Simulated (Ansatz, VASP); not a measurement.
# Sr2Ca3MgFe2Si24O57: VASP beside Ansatz, part 3 of 4

One calculation is typed for both programs; each brings its own data sets. How far apart do they land? Of the first pair: The structure shown is frame 20 of Ansatz's trajectory.

VASP 6.6.1 and Ansatz 0.2.0.

So far. Step 4 (Side by side): The forces differ by 31 meV/Å r.m.s., which is 3.1 % of the r.m.s. force of 0.996 eV/Å (both taken over all components). Moments aren't recorded for both runs of this pair, so they may hold unlike magnetic states.

## Step 6: VASP: single point, PBE, pair 2

Level of this step: PBE, spin-polarised from an antiferromagnetic start; plane waves and PAW (Si, Sr_sv, Mg, Ca_sv, Fe, O) (VASP).

The same cell, functional, mesh and smearing now go to VASP, with its own data sets.

INCAR

```
SYSTEM = Sr2Ca3MgFe2Si24O57
PREC = Accurate
ENCUT = 520
EDIFF = 1E-06
NELM = 200
ISMEAR = -1
SIGMA = 0.025
LREAL = Auto
ALGO = Normal
GGA = PE
NBANDS = 320
ISPIN = 2
MAGMOM = 0 0 0 0 0 -0 0 0 -0 0 0 -0 0 0 0 0 0 -0 0 0 -0 -0 0 0 0 -0 -0 -0 0 -0 -3.58 3.62 0 0 0 0 -0 -0 -0 0 0 0.03 -0 -0.17 -0 0 -0 0 0 -0 0.11 -0 0.15 -0 -0 0 -0 -0.01 -0 0.09 -0.03 0 -0 -0 -0.02 -0.16 0.01 0 0 0 -0.01 0 0 0 -0.04 -0.01 -0 0 -0.01 -0 0.14 0 -0.13 -0 -0 0 0.01 0 0
LASPH = .TRUE.
LMAXMIX = 4
LORBIT = 11
LWAVE = .FALSE.
LCHARG = .FALSE.
ISIF = 2
GGA_COMPAT = .FALSE.
NCORE = 2
```

POSCAR

```
Sr2Ca3MgFe2Si24O57
1.0
   10.5227000000      0.0000000000      0.0000000000
    0.0000000000     10.5227000000      0.0000000000
    0.0000000000      0.0000000000     10.5227000000
Si Sr Mg Ca Fe O
24 2 1 3 2 57
Direct
    0.7211267070      0.5584498275      0.6383437711
    0.9591359632      0.9362140895      0.2560179422
    0.2043296872      0.8930882758      0.9071531071
    0.3150807302      0.8869396638      0.6272059452
    0.8576696095      0.1592557043      0.1289307877
    0.3120396856      0.4759329830      0.7888279624
    0.4866051489      0.6704077851      0.7165176238
    0.0607448659      0.7377479164      0.5692930522
    0.2229370789      0.2692084731      0.1276098340
    0.4470905756      0.1217558231      0.5027606983
    0.9194313247      0.9376395792      0.9548309844
    0.5885086527      0.6516198314      0.0113278911
    0.8337784029      0.8523097684      0.6853374134
    0.5818088513      0.4507398291      0.2113811094
    0.7721687400      0.3997358093      0.4164995676
    0.5605405457      0.1393938818      0.2208843738
    0.0576087886      0.6471152841      0.3095688369
    0.9759662444      0.3673771941      0.9989071246
    0.9026295533      0.6698090794      0.0457297082
    0.2711661456      0.3642981364      0.5293888451
    0.0400657626      0.3610955363      0.3686696380
    0.7589877123      0.2996664354      0.8102198105
    0.4248909500      0.0365495548      0.9728396704
    0.3579879689      0.6043886075      0.3515447556
    0.6417649463      0.7854448003      0.4099613217
    0.1887253271      0.1813888071      0.7933420130
    0.0826974066      0.6479610746      0.8273827060
    0.3067463674      0.9227194541      0.2487194351
    0.7846370228      0.1258327235      0.4782992958
    0.3054064071      0.5769146702      0.0470601652
    0.4725878339      0.3161355926      0.9773727275
    0.6437321220      0.0545962538      0.7516131791
    0.9452897070      0.7531241982      0.9155444895
    0.9671472151      0.6868484324      0.1860168968
    0.0707518032      0.9811930398      0.9093103481
    0.4146749408      0.7414351830      0.3620838758
    0.4594258128      0.8154371026      0.6548319348
    0.3154893706      0.5128816749      0.4800573997
    0.9993252682      0.5080445133      0.3440466800
    0.4947874595      0.0352571108      0.1194465299
    0.2536041130      0.9573683560      0.7602801562
    0.8178984481      0.9224248529      0.8260712555
    0.2072566927      0.7418343201      0.9229855455
    0.4409894799      0.4426240414      0.8593801971
    0.2836439317      0.3628821500      0.6862592300
    0.6609235272      0.2938314311      0.4574301272
    0.8954830984      0.3074971253      0.4045064480
    0.8967660391      0.8931547987      0.1007631121
    0.3449779999      0.0032881295      0.5205318027
    0.7412546210      0.6651429766      0.0638144203
    0.5400229979      0.1263268933      0.6196888631
    0.1045739211      0.9020403509      0.2643618083
    0.5236583767      0.9790643086      0.8719910289
    0.5704999667      0.6048827772      0.5963773556
    0.4755623557      0.7287008087      0.0807397341
    0.8751461127      0.3186919707      0.1183156414
    0.5862753856      0.6688302432      0.8447166602
    0.2740551379      0.1413230445      0.1808281145
    0.2186416034      0.6207437255      0.2609881494
    0.7295846123      0.9336577114      0.6114495329
    0.5768291408      0.4912332386      0.0585211020
    0.8558734925      0.0996132171      0.9825900197
    0.1266690108      0.3352466572      0.2461060374
    0.3056915050      0.9520845410      0.0115369629
    0.5284955382      0.2942210649      0.1833939958
    0.3231014854      0.3739629563      0.0825643609
    0.3659802142      0.2496032387      0.4782422762
    0.0780883233      0.6132741597      0.6512301976
    0.7876875707      0.7003715776      0.6823343819
    0.7911372556      0.5185171106      0.5056972070
    0.1136970549      0.2816387429      0.0028889924
    0.1240936262      0.3239852889      0.4961559296
    0.2085396334      0.8073783345      0.5493552035
    0.7162325259      0.4578007546      0.7545116748
    0.6417459397      0.2580611440      0.9057941403
    0.3424976479      0.6125614148      0.7241202353
    0.4562802323      0.5052410503      0.2792344170
    0.9755766106      0.5218147434      0.0184078231
    0.1867676547      0.4913852908      0.8695581932
    0.7159949443      0.4688815608      0.2840430688
    0.7746585952      0.1900842940      0.7041348703
    0.9094624003      0.3323956779      0.8618415426
    0.3692303306      0.1732730193      0.9210658861
    0.7186843681      0.1362387980      0.2061733205
    0.0108242181      0.7243483136      0.4243112509
    0.9795964914      0.8551037281      0.6332975377
    0.8460281107      0.9118002034      0.3443697910
    0.9595255970      0.0943103956      0.2270044760
    0.5270890551      0.0869548690      0.3697340036
```

KPOINTS

```
Automatic mesh
0
Gamma
1 1 1
0 0 0
```

The projector-augmented-wave data sets are Si, Sr_sv, Mg, Ca_sv, Fe and O (PBE family, release 64).

On the command line:

```bash
> mpirun -np 8 vasp_gam
```

Numbers of over 12 decimals in the logs are rounded to 6 here.

Output:

```text
[... set-up lines as in an earlier step ...]
 entering main loop
       N       E                     dE             d eps       ncg     rms          rms(c)
DAV:   1     0.536551215766E+04    0.53655E+04   -0.29530E+05  1280   0.160E+03
DAV:   2    -0.160574671686E+03   -0.55261E+04   -0.52385E+04  1528   0.413E+02
DAV:   3    -0.741500501498E+03   -0.58093E+03   -0.56975E+03  1440   0.146E+02
DAV:   4    -0.768599859873E+03   -0.27099E+02   -0.26757E+02  1712   0.359E+01
[...]
DAV:  22    -0.666648053877E+03    0.12782E-04   -0.17894E-05  1808   0.275E-02    0.210E-02
DAV:  23    -0.666648050677E+03    0.32007E-05   -0.19604E-05  1816   0.155E-02    0.856E-03
DAV:  24    -0.666648050489E+03    0.18754E-06   -0.56779E-06  1536   0.815E-03
   1 F= -.66664805E+03 E0= -.66664805E+03  d E =-.116260E-06  mag=    -0.0001
```

OUTCAR, selected parts (step 6):

```text
  Total      -27.1612714     -9.0836960    -13.4217055      6.2842803     11.1942653      2.9800194
  in kB      -37.3490113    -12.4908389    -18.4559635      8.6414090     15.3930476      4.0977749
  external PRESSURE =     -22.7652712 kB  Pullay stress =       0.0000000 kB

 POSITION                                       TOTAL-FORCE (eV/Angst)
 -----------------------------------------------------------------------------------
      7.58820      5.87640      6.71710        -0.064065      1.538911      1.680841
     10.09270      9.85150      2.69400         0.447802      1.217845     -3.890937
      2.15010      9.39770      9.54570        -0.078666      0.282802     -0.503299
      3.31550      9.33300      6.59990         0.947395      0.295866     -0.647708
      9.02500      1.67580      1.35670        -1.166060      0.011068     -0.278228
      3.28350      5.00810      8.30060        -0.897501      0.331300     -0.495251
[...]
1.30580      3.40920      5.22090         0.232157      0.276118      0.288803
      2.19440      8.49580      5.78070        -0.615714     -0.378721      0.815798
      7.53670      4.81730      7.93950         0.970719     -1.941878     -0.331233
      6.75290      2.71550      9.53140         0.048191      0.183713     -0.283865
      3.60400      6.44580      7.61970         1.169374      0.809041     -0.323279
      4.80130      5.31650      2.93830        -0.312876      1.102751      0.384812
     10.26570      5.49090      0.19370        -0.416312      1.100819     -0.692622
[...]
-----------------------------------------------------------------------------------
    total drift:                               -0.021264      0.008480      0.013352

  FREE ENERGIE OF THE ION-ELECTRON SYSTEM (eV)
  ---------------------------------------------------
  free  energy   TOTEN  =      -666.6480504890 eV

  energy  without entropy=     -666.6480503727  energy(sigma->0) =     -666.64805043

 magnetization (x)
# of ion       s       p       d       tot
------------------------------------------
    1       -0.000  -0.000   0.000  -0.000
    2        0.000   0.000   0.000   0.000
    3        0.000   0.000   0.000   0.000
    4       -0.000  -0.000   0.000  -0.000
    5       -0.000   0.000   0.000  -0.000
    6       -0.002  -0.006   0.000  -0.009
    7        0.000   0.000   0.000   0.000
    8       -0.000   0.000   0.000   0.000
    9       -0.001  -0.003   0.000  -0.004
   10        0.005   0.009   0.000   0.013
   11        0.000   0.000   0.000   0.001
   12       -0.000  -0.001   0.000  -0.001
   13       -0.000   0.002   0.000   0.002
[...]
--------------------------------------------------
tot          0.001   0.003  -0.011  -0.006

[... 2 parts as in an earlier step ...]

[... 1 further part left out ...]
[key lines of the parts left out:]
E-fermi :   3.0011
```

The run ends at a pressure of -2.28 GPa, with forces up to 5.3 eV/Å.

## Step 7: Differences

What differs besides the data sets and the points named for the pairs above, as far as they apply: the data sets hold 530 valence electrons in Ansatz (on its default PAW (the set named soft_2) files) and 506 in VASP. Total energies have different zeros and are not compared.

Forces on 10 of the 89 atoms, those with the largest forces and the largest differences (eV/Å; atoms numbered as in POSCAR):

| atom | Ansatz x, y, z | VASP x, y, z |
| --- | --- | --- |
| Si2 | 0.458, 1.222, -3.849 | 0.448, 1.218, -3.891 |
| Si8 | 2.228, 0.750, 0.033 | 2.246, 0.842, -0.042 |
| Si9 | -2.500, 0.438, 1.597 | -2.581, 0.493, 1.593 |
| Si14 | -0.781, -2.640, -0.873 | -0.805, -2.682, -0.898 |
| Si15 | -4.371, -2.754, -1.125 | -4.322, -2.698, -1.176 |
| Si17 | 0.859, -2.118, -4.703 | 0.856, -2.087, -4.762 |
| O58 | 0.224, -0.915, 0.231 | 0.268, -1.012, 0.266 |
| O68 | -0.735, 0.399, -0.307 | -0.728, 0.309, -0.225 |
| O85 | -0.206, 1.539, 2.599 | -0.204, 1.553, 2.635 |
| O87 | -2.743, -0.677, 2.728 | -2.808, -0.687, 2.781 |

The forces differ by 34 meV/Å r.m.s., which is 3.2 % of the r.m.s. force of 1.056 eV/Å (both taken over all components). Moments aren't recorded for both runs of this pair, so they may hold unlike magnetic states.

## Step 8: Ansatz: dynamics, PBE

One frame of this run of dynamics is then solved in both programs, so the motion causes no difference.

The structure compared here is frame 60 of Ansatz's trajectory.

input.yaml

```yaml
crystal:
  lattice:
    - [10.5227, 0.0, 0.0]
    - [0.0, 10.5227, 0.0]
    - [0.0, 0.0, 10.5227]
  atoms:
    - { symbol: Si, position: [0.72651, 0.55933, 0.64587] }
    - { symbol: Si, position: [0.95708, 0.93359, 0.24512] }
    - { symbol: Si, position: [0.20732, 0.89777, 0.9034] }
    - { symbol: Si, position: [0.31767, 0.89981, 0.62277] }
    - { symbol: Si, position: [0.8529, 0.16306, 0.139] }
    - { symbol: Si, position: [0.30904, 0.47608, 0.78032] }
    - { symbol: Si, position: [0.48633, 0.6878, 0.71961] }
    - { symbol: Si, position: [0.07244, 0.74152, 0.57569] }
    - { symbol: Si, position: [0.21712, 0.26819, 0.13315] }
    - { symbol: Si, position: [0.44801, 0.13037, 0.49359] }
    - { symbol: Si, position: [0.91294, 0.95143, 0.95647] }
    - { symbol: Si, position: [0.59293, 0.65196, 0.00652] }
    - { symbol: Si, position: [0.83322, 0.83844, 0.70132] }
    - { symbol: Si, position: [0.56108, 0.44364, 0.20506] }
    - { symbol: Si, position: [0.75708, 0.39719, 0.40569] }
    - { symbol: Si, position: [0.56984, 0.1424, 0.22234] }
    - { symbol: Si, position: [0.05752, 0.64481, 0.29996] }
    - { symbol: Si, position: [0.97398, 0.36374, 0.99657] }
    - { symbol: Si, position: [0.89634, 0.65901, 0.04609] }
    - { symbol: Si, position: [0.26824, 0.36798, 0.51992] }
    - { symbol: Si, position: [0.03577, 0.35346, 0.36287] }
    - { symbol: Si, position: [0.76619, 0.30286, 0.80503] }
    - { symbol: Si, position: [0.45032, 0.03253, 0.97474] }
    - { symbol: Si, position: [0.34776, 0.60625, 0.35302] }
    - { symbol: Sr, position: [0.64313, 0.79538, 0.40829] }
    - { symbol: Sr, position: [0.17237, 0.19092, 0.80077] }
    - { symbol: Mg, position: [0.07412, 0.6236, 0.84609] }
    - { symbol: Ca, position: [0.3127, 0.92786, 0.24231] }
    - { symbol: Ca, position: [0.77891, 0.10386, 0.48192] }
    - { symbol: Ca, position: [0.29835, 0.59673, 0.05259] }
    - { symbol: Fe, position: [0.49049, 0.32322, 0.97488], spin: -5.0 }
    - { symbol: Fe, position: [0.64765, 0.04526, 0.73882], spin: 5.0 }
    - { symbol: O, position: [0.94509, 0.7361, 0.92683] }
    - { symbol: O, position: [0.96519, 0.67412, 0.18258] }
    - { symbol: O, position: [0.0685, 0.96636, 0.9249] }
    - { symbol: O, position: [0.4074, 0.73811, 0.38302] }
    - { symbol: O, position: [0.44602, 0.82485, 0.66522] }
    - { symbol: O, position: [0.29913, 0.50536, 0.45932] }
    - { symbol: O, position: [0.01881, 0.50079, 0.33556] }
    - { symbol: O, position: [0.51958, 0.05392, 0.11038] }
    - { symbol: O, position: [0.25421, 0.9509, 0.75973] }
    - { symbol: O, position: [0.8286, 0.92312, 0.8308] }
    - { symbol: O, position: [0.20438, 0.75176, 0.91658] }
    - { symbol: O, position: [0.43208, 0.42785, 0.84824] }
    - { symbol: O, position: [0.27437, 0.3754, 0.67114] }
    - { symbol: O, position: [0.65755, 0.29648, 0.44838] }
    - { symbol: O, position: [0.88924, 0.31312, 0.39029] }
    - { symbol: O, position: [0.89538, 0.89724, 0.10127] }
    - { symbol: O, position: [0.3429, 0.01359, 0.5249] }
    - { symbol: O, position: [0.74251, 0.66263, 0.0398] }
    - { symbol: O, position: [0.53492, 0.11274, 0.61327] }
    - { symbol: O, position: [0.09612, 0.88644, 0.25304] }
    - { symbol: O, position: [0.55199, 0.98729, 0.87466] }
    - { symbol: O, position: [0.58178, 0.61428, 0.62391] }
    - { symbol: O, position: [0.49319, 0.72373, 0.0889] }
    - { symbol: O, position: [0.88337, 0.30754, 0.11044] }
    - { symbol: O, position: [0.55754, 0.67914, 0.85829] }
    - { symbol: O, position: [0.27654, 0.14047, 0.17312] }
    - { symbol: O, position: [0.21492, 0.63064, 0.26564] }
    - { symbol: O, position: [0.72822, 0.91711, 0.61925] }
    - { symbol: O, position: [0.56659, 0.49881, 0.05994] }
    - { symbol: O, position: [0.86222, 0.09587, 0.9999] }
    - { symbol: O, position: [0.1289, 0.31553, 0.2496] }
    - { symbol: O, position: [0.32337, 0.94674, 0.98922] }
    - { symbol: O, position: [0.54221, 0.29088, 0.18336] }
    - { symbol: O, position: [0.321, 0.37193, 0.09319] }
    - { symbol: O, position: [0.36712, 0.25886, 0.4789] }
    - { symbol: O, position: [0.06945, 0.62074, 0.6614] }
    - { symbol: O, position: [0.79224, 0.69052, 0.69286] }
    - { symbol: O, position: [0.77386, 0.51008, 0.50874] }
    - { symbol: O, position: [0.10383, 0.27862, 0.01719] }
    - { symbol: O, position: [0.12462, 0.32749, 0.48482] }
    - { symbol: O, position: [0.20964, 0.80788, 0.57444] }
    - { symbol: O, position: [0.73448, 0.44051, 0.73847] }
    - { symbol: O, position: [0.65934, 0.27393, 0.90942] }
    - { symbol: O, position: [0.35652, 0.61076, 0.72776] }
    - { symbol: O, position: [0.45375, 0.51984, 0.27873] }
    - { symbol: O, position: [0.95922, 0.51432, 0.0078] }
    - { symbol: O, position: [0.1955, 0.48521, 0.87553] }
    - { symbol: O, position: [0.69362, 0.46094, 0.27914] }
    - { symbol: O, position: [0.77135, 0.18329, 0.71173] }
    - { symbol: O, position: [0.90933, 0.3259, 0.86372] }
    - { symbol: O, position: [0.40048, 0.16923, 0.92603] }
    - { symbol: O, position: [0.72274, 0.1396, 0.21372] }
    - { symbol: O, position: [0.03679, 0.71192, 0.43266] }
    - { symbol: O, position: [0.97219, 0.84339, 0.6409] }
    - { symbol: O, position: [0.85146, 0.91389, 0.35006] }
    - { symbol: O, position: [0.95799, 0.09184, 0.22441] }
    - { symbol: O, position: [0.5163, 0.09165, 0.35713] }
magnetization:
  spin_polarized: true
kpoints:
  mp_grid: { grid: [1, 1, 1] }
hamiltonian:
  xc: pbe
scf:
  occupations: { method: fermi_dirac, width: 0.025 }
  lower_state_search: "off"
output:
  forces: true
md:
  timestep: 1.0
  n_steps: 60
  ensemble: nvt_nose_hoover
  temperature: 600
  initial_velocities: maxwell_boltzmann
  seed: 6457
```

On the command line:

```bash
> ansatz run input.yaml --threads 4 --pin off --max-ram 8192MiB --backend cpu --events-out ev --progress --plain --runs-dir out
```

Output:

```text
[...]
Crystal: 89 atoms, lattice volume = 1165.149 Å³
Basis set: ecut = 420 eV, 22887 PW (Γ), exchange–correlation on 144×144×144 points (8 copies of the dense FFT grid, shifted against one another)
Bands: 359, of which v1, the nominal top of the filled ones, is band 265 counted from 1 (264 counted from 0)
Symmetry: 1 space group operations
k-points: 1
[...]
Starting moments: Σ|m| = 10 μB on 2 of 89 sites
[...]
atom   7  Si     0.02632984     0.00358047    -0.28823184
  atom   8  Si    -3.18375261    -0.65585776    -0.33200373
[...]
atom  86  O      0.32974859    -0.50131035    -0.64738679
  atom  87  O      1.92363411     0.30315696    -1.70971875
  atom  88  O     -0.18845144    -0.66236685     0.68525711
  atom  89  O     -0.85796758     0.20828722     1.30666755
  max |Σ_I F_I| component: 6.18e-5 eV/Å
--- MD trajectory: 60 steps, t = 0.0 → 60.0 fs ---
[...]
conserved energy: peak-to-peak 6.641e-3 eV (7.462e-5 eV/atom) over 60.0 fs
[key lines of the parts left out:]
Free energy (F): -71112.087442 eV
Fermi energy:    5.604480 eV
```

(Part 3 of 4 ends here.)

[Lines on the potential files, build, host, timing and source positions are cut from VASP's logs without a mark.]

[Logs are printed without paths, hosts, clocks, repeated set-up lines and the standing remarks that a program may print on its own settings, such as how far it seeks lower states.]

[Hosts, paths, dates, database ids (printed as entryN), source tags and the programs' standing remarks are cut or masked in the printed files.]
